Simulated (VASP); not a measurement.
Here is the system:

```yaml
crystal:
  lattice:
    - [9.73519, 0.00000, 0.00000]
    - [-4.86760, 8.43092, 0.00000]
    - [0.00000, 0.00000, 10.55956]
  atoms:
    - { symbol: Ga, position: [0.22222, 0.11111, 0.24954] }
    - { symbol: Ga, position: [0.11111, 0.22222, 0.49954] }
    - { symbol: Ga, position: [0.22222, 0.11111, 0.74954] }
    - { symbol: Ga, position: [0.11111, 0.22222, 0.99954] }
    - { symbol: Ga, position: [0.22222, 0.44444, 0.24954] }
    - { symbol: Ga, position: [0.11111, 0.55556, 0.49954] }
    - { symbol: Ga, position: [0.22222, 0.44444, 0.74954] }
    - { symbol: Ga, position: [0.11111, 0.55556, 0.99954] }
    - { symbol: Ga, position: [0.22222, 0.77778, 0.24954] }
    - { symbol: Ga, position: [0.11111, 0.88889, 0.49954] }
    - { symbol: Ga, position: [0.22222, 0.77778, 0.74954] }
    - { symbol: Ga, position: [0.11111, 0.88889, 0.99954] }
    - { symbol: Ga, position: [0.55556, 0.11111, 0.24954] }
    - { symbol: Ga, position: [0.44444, 0.22222, 0.49954] }
    - { symbol: Ga, position: [0.55556, 0.11111, 0.74954] }
    - { symbol: Ga, position: [0.44444, 0.22222, 0.99954] }
    - { symbol: Ga, position: [0.55556, 0.44444, 0.24954] }
    - { symbol: Ga, position: [0.44444, 0.55556, 0.49954] }
    - { symbol: Ga, position: [0.55556, 0.44444, 0.74954] }
    - { symbol: Ga, position: [0.44444, 0.55556, 0.99954] }
    - { symbol: Ga, position: [0.55556, 0.77778, 0.24954] }
    - { symbol: Ga, position: [0.44444, 0.88889, 0.49954] }
    - { symbol: Ga, position: [0.55556, 0.77778, 0.74954] }
    - { symbol: Ga, position: [0.44444, 0.88889, 0.99954] }
    - { symbol: Ga, position: [0.88889, 0.11111, 0.24954] }
    - { symbol: Ga, position: [0.77778, 0.22222, 0.49954] }
    - { symbol: Ga, position: [0.88889, 0.11111, 0.74954] }
    - { symbol: Ga, position: [0.77778, 0.22222, 0.99954] }
    - { symbol: Ga, position: [0.88889, 0.44444, 0.24954] }
    - { symbol: Ga, position: [0.77778, 0.55556, 0.49954] }
    - { symbol: Ga, position: [0.88889, 0.44444, 0.74954] }
    - { symbol: Ga, position: [0.77778, 0.55556, 0.99954] }
    - { symbol: Ga, position: [0.88889, 0.77778, 0.24954] }
    - { symbol: Ga, position: [0.77778, 0.88889, 0.49954] }
    - { symbol: Ga, position: [0.88889, 0.77778, 0.74954] }
    - { symbol: Ga, position: [0.77778, 0.88889, 0.99954] }
    - { symbol: N, position: [0.22222, 0.11111, 0.43796] }
    - { symbol: N, position: [0.11111, 0.22222, 0.18796] }
    - { symbol: N, position: [0.22222, 0.11111, 0.93796] }
    - { symbol: N, position: [0.11111, 0.22222, 0.68796] }
    - { symbol: N, position: [0.22222, 0.44444, 0.43796] }
    - { symbol: N, position: [0.11111, 0.55556, 0.18796] }
    - { symbol: N, position: [0.22222, 0.44444, 0.93796] }
    - { symbol: N, position: [0.11111, 0.55556, 0.68796] }
    - { symbol: N, position: [0.22222, 0.77778, 0.43796] }
    - { symbol: N, position: [0.11111, 0.88889, 0.18796] }
    - { symbol: N, position: [0.22222, 0.77778, 0.93796] }
    - { symbol: N, position: [0.11111, 0.88889, 0.68796] }
    - { symbol: N, position: [0.55556, 0.11111, 0.43796] }
    - { symbol: N, position: [0.44444, 0.22222, 0.18796] }
    - { symbol: N, position: [0.55556, 0.11111, 0.93796] }
    - { symbol: N, position: [0.44444, 0.22222, 0.68796] }
    - { symbol: N, position: [0.55556, 0.44444, 0.43796] }
    - { symbol: N, position: [0.44444, 0.55556, 0.18796] }
    - { symbol: N, position: [0.55556, 0.44444, 0.93796] }
    - { symbol: N, position: [0.44444, 0.55556, 0.68796] }
    - { symbol: N, position: [0.55556, 0.77778, 0.43796] }
    - { symbol: N, position: [0.44444, 0.88889, 0.18796] }
    - { symbol: N, position: [0.55556, 0.77778, 0.93796] }
    - { symbol: N, position: [0.44444, 0.88889, 0.68796] }
    - { symbol: N, position: [0.88889, 0.11111, 0.43796] }
    - { symbol: N, position: [0.77778, 0.22222, 0.18796] }
    - { symbol: N, position: [0.88889, 0.11111, 0.93796] }
    - { symbol: N, position: [0.77778, 0.22222, 0.68796] }
    - { symbol: N, position: [0.88889, 0.44444, 0.43796] }
    - { symbol: N, position: [0.77778, 0.55556, 0.18796] }
    - { symbol: N, position: [0.88889, 0.44444, 0.93796] }
    - { symbol: N, position: [0.77778, 0.55556, 0.68796] }
    - { symbol: N, position: [0.88889, 0.77778, 0.43796] }
    - { symbol: N, position: [0.77778, 0.88889, 0.18796] }
    - { symbol: N, position: [0.88889, 0.77778, 0.93796] }
    - { symbol: N, position: [0.77778, 0.88889, 0.68796] }
```

Computed with PBE GGA, VASP's PBE PAW potentials (set 64) (plane waves; VASP 6.6.1). Numerical set-up: PREC = Normal, LREAL = Auto, EDIFF = 1E-5, 400 eV cut-off, 1×1×1 Γ-centred mesh, Gaussian smearing of 0.050 eV, potentials Ga N.

At this cut-off the stress carries a Pulay error, which pulls relaxed volumes low. The supercell is sampled at Γ alone, which is coarse: total energies, pressure and levels can be off, energies of defects by several tenths of an eV.

What does the run give for the energy per atom (σ→0), pressure?

| Quantity | Value |
|---|---|
| energy per atom (σ→0) | -6.015 eV/atom |
| pressure | -2.46 GPa |

The cell is a supercell, built from a database entry that may be metastable or hypothetical.
